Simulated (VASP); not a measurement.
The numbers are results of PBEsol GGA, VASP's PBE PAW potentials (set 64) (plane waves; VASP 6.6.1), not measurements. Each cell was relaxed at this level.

Q: Which of these has an unstable (imaginary) mode at Γ?
A) WO3, Pm-3m (221)
B) Mg3Al, Fm-3m (225)
C) Mg2ZnO3, P-3m1 (164)
D) MgSn, P4/mmm (123)

A: A, WO3, Pm-3m (221). Its optical Γ-point modes are 250i (×3), 230 (×3), 583 (×3) cm⁻¹.
